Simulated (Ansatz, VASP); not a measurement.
## BaCdTeSe in two plane-wave programs

Aim: how closely do two programs agree when they are given the same cell, functional and k mesh? The cell is invented: As first built, before any earlier steps moved the atoms (in the runner's words): it takes the ZnCdTeSe structure with some of its atoms replaced by other elements, volume scaled by an estimate. It may not be a known or stable phase. The cell is taken from a series of VASP runs on this material, whose earlier steps may have relaxed, scaled or displaced it; both programs get it as it stands. Valence electrons are named where the data sets of a main pair hold unlike numbers.

Main program and level: Ansatz 0.2.0; plane waves, with VASP 6.6.1 beside it; single point at PBE and band structure at PBE.

## Step 1: The starting structure

The structure is triclinic, space group P1 (No. 1). Conventional cell: a = 4.915 Å, b = 4.915 Å, c = 8.679 Å, α = 89.85°, β = 73.82°, γ = 60.00°. Nearest to Ba lie 3 Se at 3.08 Å and 1 Te at 3.47 Å. Te has 3 Cd at 2.96 Å and 1 Ba at 3.47 Å nearest. Nearest to Cd lie 1 Se at 2.69 Å and 3 Te at 2.96 Å. Se has 1 Cd at 2.69 Å and 3 Ba at 3.08 Å nearest. As first built, before any earlier steps moved the atoms (in the runner's words): sites of the ZnCdTeSe structure (space group 160) filled with other elements, volume scaled by an estimate. Farther neighbours and most contacts between anions are not listed.

## Step 2: VASP: single point, PBE

With cell and atoms fixed, the geometry can't cause a difference; cores, projectors, grids and the points listed under the comparison can.

Lines of VASP's logs that name or quote its potential files are left out, and so is its time.

File INCAR:

```
SYSTEM = BaCdTeSe
PREC = Accurate
ENCUT = 400
EDIFF = 1E-06
NELM = 100
ISMEAR = 0
SIGMA = 0.05
LREAL = .FALSE.
ALGO = Normal
GGA = PE
NBANDS = 23
LORBIT = 11
LWAVE = .FALSE.
LCHARG = .TRUE.
ISIF = 2
LELF = .TRUE.
LVHAR = .TRUE.
```

File POSCAR:

```
BaCdTeSe
1.0
    2.4881946487      1.4140746623      8.2306195998
   -2.4269177848      1.4138177808      8.2115205448
    0.0304224593     -2.8423580075      8.2235308711
Ba Te Cd Se
1 1 1 1
Direct
    0.6314256174      0.6264675803      0.6297972312
    0.4842020786      0.4941031201      0.4873692381
    0.1172088229      0.1246129398      0.1195292332
    0.0121644811      0.0105473599      0.0117112975
```

File KPOINTS:

```
Automatic mesh
0
Gamma
6 6 6
0 0 0
```

Potentials, in the order of the species: Ba_sv, Te, Cd and Se (PBE family, release 64).

Run with:

```bash
> mpirun -np 2 vasp_std
```

Numbers of over 12 decimals in the logs are rounded to 6 here.

Output:

```text
[banner, memory and clock lines left out]
running    2 mpi-ranks, on    1 nodes
 distrk:  each k-point on    2 cores,    1 groups
 distr:  one band on    1 cores,    2 groups

 POSCAR found type information on POSCAR BaTeCdSe
 POSCAR found :  4 types and       4 ions
 LDA part: xc-table for (Slater+PW92), standard interpolation
|                                                                             |
|           W    W    AA    RRRRR   N    N  II  N    N   GGGG   !!!           |
|           W    W   A  A   R    R  NN   N  II  NN   N  G    G  !!!           |
|           W    W  A    A  R    R  N N  N  II  N N  N  G       !!!           |
|           W WW W  AAAAAA  RRRRR   N  N N  II  N  N N  G  GGG   !            |
|           WW  WW  A    A  R   R   N   NN  II  N   NN  G    G                |
|           W    W  A    A  R    R  N    N  II  N    N   GGGG   !!!           |
|                                                                             |
|     The number of bands has been changed from the values supplied in        |
|     The orbitals not found in the WAVECAR file will be initialized with     |
|     random numbers, which is usually adequate. For correlated               |
|     calculations, however, you should redo the groundstate calculation.     |
|     I found NBANDS = 23. Now, NBANDS = 24.                                  |
|                                                                             |

 POSCAR, INCAR and KPOINTS ok, starting setup
 FFT: planning ... GRIDC
 FFT: planning ... GRID_SOFT
 FFT: planning ... GRID
 WAVECAR not read
 entering main loop
       N       E                     dE             d eps       ncg     rms          rms(c)
DAV:   1     0.189353963917E+03    0.18935E+03   -0.12260E+04  5376   0.961E+02
DAV:   2    -0.118754906580E+01   -0.19054E+03   -0.18286E+03  6864   0.235E+02
DAV:   3    -0.143503607897E+02   -0.13163E+02   -0.13104E+02  7936   0.634E+01
DAV:   4    -0.146546590333E+02   -0.30430E+00   -0.30410E+00  8024   0.746E+00
DAV:   5    -0.146576510278E+02   -0.29920E-02   -0.29919E-02  7344   0.694E-01    0.612E+00
DAV:   6    -0.136456028743E+02    0.10120E+01   -0.17681E+00  6856   0.924E+00    0.467E+00
DAV:   7    -0.135377824453E+02    0.10782E+00   -0.10131E+00  7064   0.444E+00    0.225E+00
DAV:   8    -0.135414035207E+02   -0.36211E-02   -0.11671E-01  7072   0.238E+00    0.577E-01
DAV:   9    -0.135444987505E+02   -0.30952E-02   -0.16116E-02  7040   0.104E+00    0.185E-01
DAV:  10    -0.135473887917E+02   -0.28900E-02   -0.57930E-03  6304   0.412E-01    0.155E-01
DAV:  11    -0.135485822966E+02   -0.11935E-02   -0.13626E-03  6384   0.169E-01    0.494E-02
DAV:  12    -0.135487899131E+02   -0.20762E-03   -0.26234E-04  6768   0.752E-02    0.226E-02
DAV:  13    -0.135488378981E+02   -0.47985E-04   -0.58887E-05  6296   0.322E-02    0.723E-03
DAV:  14    -0.135488440297E+02   -0.61316E-05   -0.56988E-06  5728   0.107E-02    0.359E-03
DAV:  15    -0.135488463930E+02   -0.23633E-05   -0.35580E-06  5104   0.753E-03    0.175E-03
DAV:  16    -0.135488466464E+02   -0.25345E-06   -0.27870E-07  4984   0.261E-03
   1 F= -.13548847E+02 E0= -.13548847E+02  d E =-.106685E-19
```

Parts of OUTCAR (step 2):

```text
ion  position               nearest neighbor table
   1  0.631  0.626  0.630-   4 3.08   4 3.08   4 3.08   2 3.47
   2  0.484  0.494  0.487-   3 2.96   3 2.96   3 2.96   1 3.47
   3  0.117  0.125  0.120-   4 2.69   2 2.96   2 2.96   2 2.96
   4  0.012  0.011  0.012-   3 2.69   1 3.08   1 3.08   1 3.08

  LATTYP: Found a triclinic cell.
 ALAT       =     4.9146411531
 B/A-ratio  =     1.0000872663
 C/A-ratio  =     1.7658639136
 COS(alpha) =     0.0026073412
 COS(beta)  =     0.2785931925
 COS(gamma) =     0.4999401920

 Subroutine GETGRP returns: Found  1 space group operations
 (whereof  1 operations were pure point group operations)

The static configuration has the point symmetry C_1 .

 Found    112 irreducible k-points:

   k-points           NKPTS =    112   k-points in BZ     NKDIM =    112   number of bands    NBANDS=     24

   dimension x,y,z NGX =    60 NGY =   60 NGZ =   60
   dimension x,y,z NGXF=   120 NGYF=  120 NGZF=  120

   ENCUT  =  400.0 eV  29.40 Ry    5.42 a.u.  14.21 14.15 14.19*2*pi/ulx,y,z

   NELECT =      34.0000    total number of electrons

 k-points in reciprocal lattice and weights: Automatic mesh
   0.00000000  0.00000000  0.00000000       0.005
   0.16666667 -0.00000000 -0.00000000       0.009
   0.33333333 -0.00000000 -0.00000000       0.009
   0.50000000  0.00000000 -0.00000000       0.005
  -0.00000000  0.16666667  0.00000000       0.009
   0.16666667  0.16666667  0.00000000       0.009
   0.33333333  0.16666667  0.00000000       0.009
   0.50000000  0.16666667  0.00000000       0.009
  -0.33333333  0.16666667  0.00000000       0.009
[...]
0.33333333  0.50000000  0.50000000       0.009
   0.50000000  0.50000000  0.50000000       0.005

 average (electrostatic) potential at core
       1 -38.5147       2 -92.4179       3 -40.3121       4 -55.8813

 E-fermi :   0.8087

 k-point     1 :       0.0000    0.0000    0.0000
  band No.  band energies     occupation
    ...
     13      -0.4700      2.00000
     14      -0.4685      2.00000
     15       0.1164      2.00000
     16       0.4440      2.00000
     17       0.4448      2.00000
     18       1.5238      0.00000
     19       3.8830      0.00000
     20       4.5854      0.00000
     21       4.5941      0.00000
     22       5.5835      0.00000
    ...

 k-point     2 :       0.1667   -0.0000   -0.0000
  band No.  band energies     occupation
    ...
     13      -0.6392      2.00000
     14      -0.4310      2.00000
     15      -0.4235      2.00000
     16       0.1224      2.00000
     17       0.2896      2.00000
     18       2.5657      0.00000
     19       4.1811      0.00000
     20       4.3754      0.00000
     21       4.7497      0.00000
     22       5.0812      0.00000
    ...

 k-point     3 :       0.3333   -0.0000   -0.0000
  band No.  band energies     occupation
    ...
     13      -1.0455      2.00000
     14      -0.5261      2.00000
     15      -0.4785      2.00000
     16       0.0703      2.00000
     17       0.1606      2.00000
     18       3.1983      0.00000
     19       3.9126      0.00000
     20       4.4345      0.00000
     21       5.0082      0.00000
     22       5.1157      0.00000
    ...

  Total       -0.0030519     -0.0057978      0.0223921     -0.0043310     -0.0038249      0.0092090
  in kB       -0.0284282     -0.0540064      0.2085803     -0.0403432     -0.0356291      0.0857815
  external PRESSURE =       0.0420486 kB  Pullay stress =       0.0000000 kB

  energy-cutoff  :      400.00
  volume of cell :      172.00
      direct lattice vectors                 reciprocal lattice vectors
     2.488194649  1.414074662  8.230619600     0.203293136  0.117485533  0.039855297
    -2.426917785  1.413817781  8.211520545    -0.203621034  0.117507055  0.041368091
     0.030422459 -2.842358008  8.223530871    -0.000144727 -0.234922244  0.040404941

 POSITION                                       TOTAL-FORCE (eV/Angst)
 -----------------------------------------------------------------------------------
      0.06988     -0.01152     15.52043         0.001637     -0.000046      0.006994
      0.02047     -0.00201     12.05052        -0.001712     -0.000229      0.001224
     -0.00715      0.00218      2.97092        -0.000817      0.000462     -0.002505
      0.00503     -0.00117      0.28304         0.000892     -0.000188     -0.005712
 -----------------------------------------------------------------------------------
    total drift:                                0.000034      0.000220      0.000815

  FREE ENERGIE OF THE ION-ELECTRON SYSTEM (eV)
  ---------------------------------------------------
  free  energy   TOTEN  =       -13.5488466464 eV

  energy  without entropy=      -13.5488466464  energy(sigma->0) =      -13.54884665

 total charge
# of ion       s       p       d       tot
------------------------------------------
    1        2.020   5.597   0.321   7.939
    2        1.352   2.025   0.010   3.387
    3        0.442   0.245   9.538  10.226
    4        1.441   2.451   0.007   3.899
--------------------------------------------------
tot          5.255  10.319   9.877  25.451

[... 3 further parts left out ...]
```

The gap is read on the k-mesh alone, so it is an upper bound where the band edges lie off the mesh. Harder data sets than Ba_sv exist (the GW ones), and pressures, volumes and forces can shift noticeably with them.

## Step 3: Ansatz: single point, PBE

Ansatz runs on its default PAW (the set named soft_2) files.

The same cell, functional, mesh and smearing now go to Ansatz, which takes its cutoff from its data sets.

File input.yaml:

```yaml
crystal:
  lattice:
    - [2.4881946487, 1.4140746623, 8.2306195998]
    - [-2.4269177848, 1.4138177808, 8.2115205448]
    - [0.0304224593, -2.8423580075, 8.2235308711]
  atoms:
    - { symbol: Ba, position: [0.6314256174, 0.6264675803, 0.6297972312] }
    - { symbol: Te, position: [0.4842020786, 0.4941031201, 0.4873692381] }
    - { symbol: Cd, position: [0.1172088229, 0.1246129398, 0.1195292332] }
    - { symbol: Se, position: [0.0121644811, 0.0105473599, 0.0117112975] }
hamiltonian:
  xc: pbe
  pseudopotentials: { kind: paw }
kpoints:
  mp_grid: { grid: [6, 6, 6] }
scf:
  occupations: { method: gaussian, width: 0.05 }
  n_extra_bands: 5
output:
  forces: true
  stress: true
  eigenvalues: true
  write_density: true
  write_potential: true
  elf: true
  volumetric_format: npy
```

Run with:

```bash
> ansatz run input.yaml --threads 2 --pin off --max-ram 4608MiB --backend cpu --events-out ev --progress --plain --runs-dir out
```

Output:

```text
basis.fft_grid_basis auto: the FFT boxes are laid along the combinations [[1, -1, 0], [0, 1, 0], [0, -1, 1]] of the cell's own vectors, 4.915, 8.679 and 4.915 Å long. The dense box has 36×60×36 points. Along the cell's own vectors, as sized, it would have 60×60×60, 2.78 times as many. basis.fft_grid_basis: typed keeps the cell's own vectors: state it where this run's energies or levels are differenced outside the eng [...]
scf.n_extra_bands = 5 over 31 filled bands (N_el = 62.0): the run solves 36 bands
Engine: ansatz 0.2.0, aarch64-unknown-linux-gnu
Pseudopotentials: kind: paw
Pseudopotential: Ba, paw, valence charge 10, recommended cutoff 420 eV (normal), Ba.paw.azcp
Pseudopotential: Te, paw, valence charge 16, recommended cutoff 420 eV (normal), Te.paw.azcp
Pseudopotential: Cd, paw, valence charge 20, recommended cutoff 420 eV (normal), Cd.paw.azcp
Pseudopotential: Se, paw, valence charge 16, recommended cutoff 420 eV (normal), Se.paw.azcp
Functional definition: PBE
  parameter kappa = 0.804
  parameter beta = 0.066725
  exchange = pbe_x(kappa = kappa, mu = beta*pi^2/3)
  correlation = pbe_c(beta = beta)
Crystal: 4 atoms, lattice volume = 172.001 Å³
Basis set: ecut = 420 eV, 3377 PW (Γ), FFT grids on a1−a2, a2, −a2+a3, exchange–correlation on 72×120×72 points (8 copies of the dense FFT grid, shifted against one another)
Bands: 36, of which v1, the nominal top of the filled ones, is band 31 counted from 1 (30 counted from 0)
Symmetry: 1 space group operations
Space group: P1 (ITA 1), of the structure as read, at distance tolerance 5.6e-5 Å
k-points: 112 of 216 (time reversal used)
Non-local potential: Ba, projectors of the file, l = 0: 3, l = 1: 2, l = 2: 2, l = 3: 2
Non-local potential: Te, projectors of the file, l = 0: 2, l = 1: 2, l = 2: 2, l = 3: 2
Non-local potential: Cd, projectors of the file, l = 0: 3, l = 1: 2, l = 2: 2, l = 3: 1
Non-local potential: Se, projectors of the file, l = 0: 2, l = 1: 2, l = 2: 3, l = 3: 1
PAW form: soft (Blöchl's): semilocal exchange-correlation on the pseudo side does not see the compensation charge
PAW one-centre angular grid: Ba, 194 points (default); XC on 64 Gauss nodes
PAW one-centre angular grid: Te, 590 points (default); XC on 64 Gauss nodes
PAW one-centre angular grid: Cd, 590 points (default); XC on 64 Gauss nodes
PAW one-centre angular grid: Se, 590 points (default); XC on 64 Gauss nodes
Initial density: superposition of atomic densities (neutral atoms: chi_scale 0, normalization atom), corrected by the library's trained network
Initial wavefunctions: pseudopotential atomic-orbital guess
Functional: x = pbe(κ = 0.804, μ = 0.219515), c = pbe(β = 0.066725)
SCF iter   1: F=—  HF=-26657.374885 eV  |F-HF|=—  |Δ(HF+E_count)|=         —  Δρ=1.72e-3  dr2=2.58e-2  ethr=1.77e-3  ⟨swp⟩=8.0  Hψ=17999  notcnv=0
preconditioner: auto → Resta (q_TF=auto, 2.302 Å⁻¹)  ε∞=3.5  [insulator: Δε(μ)=0.959 eV  Ē_g=10.102 eV  σ=0.050 eV  W_gap=1.00  n_scr=30 (ndim 8)  ℏωp=16.0 eV  f_vac=0.230  D(μ)=0.00/eV (n_scr^D=0)  ε∞_Penn≈3.5]
SCF iter   2: F=—  HF=-26657.369874 eV  |F-HF|=—  |Δ(HF+E_count)|=   5.01e-3  Δρ=8.55e-4  dr2=6.42e-3  ethr=4.16e-5  ⟨swp⟩=2.0  Hψ=8825  notcnv=0  defer=108
SCF iter   3: F=—  HF=-26657.368722 eV  |F-HF|=—  |Δ(HF+E_count)|=   1.15e-3  Δρ=3.40e-4  dr2=9.31e-4  ethr=1.04e-5  ⟨swp⟩=2.0  Hψ=4925  notcnv=0  defer=108
SCF iter   4: F=—  HF=-26657.368716 eV  |F-HF|=—  |Δ(HF+E_count)|=   5.97e-6  Δρ=1.78e-4  dr2=1.35e-4  ethr=1.50e-6  ⟨swp⟩=2.0  Hψ=6968  notcnv=0  defer=108
SCF iter   5: F=—  HF=-26657.368778 eV  |F-HF|=—  |Δ(HF+E_count)|=   6.25e-5  Δρ=6.37e-5  dr2=1.44e-5  ethr=2.17e-7  ⟨swp⟩=2.0  Hψ=7364  notcnv=0  defer=108
SCF iter   6: F=—  HF=-26657.368765 eV  |F-HF|=—  |Δ(HF+E_count)|=   1.30e-5  Δρ=2.76e-5  dr2=2.51e-6  ethr=2.32e-8  ⟨swp⟩=2.0  Hψ=7046  notcnv=0  defer=111
SCF iter   7: F=—  HF=-26657.368770 eV  |F-HF|=—  |Δ(HF+E_count)|=   4.22e-6  Δρ=1.37e-5  dr2=3.73e-7  ethr=4.05e-9  ⟨swp⟩=2.0  Hψ=7211  notcnv=0  defer=112
SCF iter   8: F=-26657.368770 eV  HF=-26657.368770 eV  |F-HF|=3.22e-8  |Δ(HF+E_count)|=   6.04e-7  Δρ=5.53e-6  dr2=5.30e-8  ethr=1.61e-10  ⟨swp⟩=16.1  Hψ=36528  notcnv=0
SCF 1 converged in 8 iterations: F = -26657.368770 eV  dr2 = 5.30e-8
  Residual-converged pass: ⟨swp⟩=1.0  Hψ=4484  notcnv=0  max |occ|·‖R‖ = 7.0e-9 eV (tolerance 1.0e-8 eV)  dr2=5.30e-8  dr2_onsite=6.42e-9  max |Δocc| = 2.7e-56
  greatest PAW one-centre occupation: 1.000 electrons in one spin orbital (limit 2), on the Cd atom at site 2 (counted from 0), in its partial waves of l = 0
SCF converged after 8 iterations
Free energy (F): -26657.368770 eV
Harris-Foulkes:  -26657.368770 eV  (|F-HF|=3.22e-8)
Internal energy: -26657.368770 eV  (E = F + TS)
E sigma→0 (E₀):  -26657.368770 eV
Fermi energy:    5.233726 eV
--- Per-component energies (eV) ---
  E_band       = -1350.161025
  E_kinetic    = 972.284906
  E_local      = -10130.905117  (includes V_loc(G=0)·N_el)
  E_nonlocal   = -815.833247
  E_hartree    = 4960.618364
  E_xc         = -573.292574
  E_vxc        = -559.373219  (∫ρ·V_xc dr)
  E_paw        = -15883.132169  (= ΣΔE_a)
  E_vpaw       = -737.552356  (= ΣTr[D̂ρ^β])
  E_aug_tail   = -0.000774  (compensation charges beyond the density's cutoff)
  E_ewald      = -5187.108159
  E_smearing   = -0.000000  (= −TS)
  E_closure    = 0.000000  (closes the sum)
  Σ components = -26657.368770   (vs F -26657.368770, Δ=0.00e0)
--- Forces (eV/Å), atoms counted from 1 ---
  atom   1  Ba     0.00108358     0.00008641     0.06046458
  atom   2  Te    -0.00146536    -0.00033377     0.01692453
  atom   3  Cd    -0.00067030     0.00041322    -0.02078824
  atom   4  Se     0.00104594    -0.00016486    -0.05644085
  max |Σ_I F_I| component: 1.60e-4 eV/Å
--- Stress (GPa, compression-positive) ---
       -0.145421      -0.004003       0.007707
       -0.004003      -0.147816      -0.003414
        0.007707      -0.003414      -0.090786
  P = ⅓ Tr σ = -0.1280 GPa (-1.280 kbar)
--- Band table (eV; the first three rows and the last of 112) ---
  k-point 0: bands = [... 27 lower, 3.7470, 4.3351, 4.6617, 4.6624, 5.7474, 8.0753, 8.8219, 8.8300, ... 1 higher]
  k-point 1: bands = [... 27 lower, 3.7838, 3.7981, 4.3400, 4.5071, 6.7830, 8.3962, 8.5706, 8.9862, ... 1 higher]
  k-point 2: bands = [... 27 lower, 3.6918, 3.7392, 4.2874, 4.3753, 7.4215, 8.1393, 8.6328, 9.1923, ... 1 higher]
  k-point 111: bands = [... 27 lower, 3.7089, 4.1107, 4.7150, 4.7197, 6.2313, 8.0389, 9.0493, 9.0498, ... 1 higher]
```

Wall time 38 s (2 threads of Arm Neoverse V2, shared host); peak memory 0.78 GiB.

The run ends at a pressure of -0.13 GPa, with forces up to 0.060 eV/Å.

## Step 4: Comparison

Known differences besides the potentials themselves: the data sets hold 62 valence electrons in Ansatz (on its default PAW (the set named soft_2) files) and 34 in VASP; the cutoff is 420 eV in Ansatz and 400 eV in VASP; VASP leaves aspherical gradient terms in its spheres out (LASPH is not set), Ansatz keeps them. Total energies have different zeros and are not compared.

Both answers:

```
              quantity  Ansatz   VASP  difference
        pressure (GPa)   -0.13   0.00       -0.13
gap on the k mesh (eV)   1.028  1.021      +0.007
```

At this near-relaxed geometry the largest component of a force difference is 53 meV/Å. A gap on the mesh is an upper bound, since the band edges may lie between its points.

## Step 5: What the set-up changes

Further runs change the set-up of one program: Ansatz's method, potentials or start, or VASP's data sets, cutoff or form of LDA. The table gives Ansatz less VASP for each quantity, since a change that brings one quantity closer may part another.

```
                                    run  r.m.s. force difference (meV/Å)  pressure (GPa)  gap on the k mesh (eV)
                               as above                               22           -0.13                  0.0071
Ansatz's larger PAW set (cutoff 620 eV)                               23           -0.13                  0.0048
```

[end of part 1 of 2]

[Lines on the potential files, build, host, timing and source positions are cut from VASP's logs without a mark.]

[Logs are printed without paths, hosts, clocks, repeated set-up lines and the standing remarks that a program may print on its own settings, such as how far it seeks lower states.]

[Hosts, paths, dates, database ids (printed as entryN), source tags and the programs' standing remarks are cut or masked in the printed files.]
